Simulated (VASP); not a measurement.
Consider the following.

```
Ba
1.0
   -2.51317     2.51317     2.51317
    2.51317    -2.51317     2.51317
    2.51317     2.51317    -2.51317
Ba
1
Direct
  0.00000   0.00000   0.00000
```

Method: PBE GGA, VASP's PBE PAW potentials (set 64) (plane waves; VASP 6.6.1). Numerical set-up: 480 eV cut-off, 10×10×10 Γ-centred mesh, first-order Methfessel-Paxton smearing of 0.10 eV, potentials Ba_sv.

Unless said otherwise, spin-orbit coupling is left out, though it shifts the bands of the heavy elements here.

Q: What does the run give for the energy per atom (σ→0), band gap (on the k-mesh) with the smallest direct gap where there is one?

A: 
The band gap (on the k-mesh) is none (metal, semimetal or under 0.01 eV) and the energy per atom (σ→0) is -1.906 eV/atom.

The compound is Ba in the bcc structure. It was relaxed first.
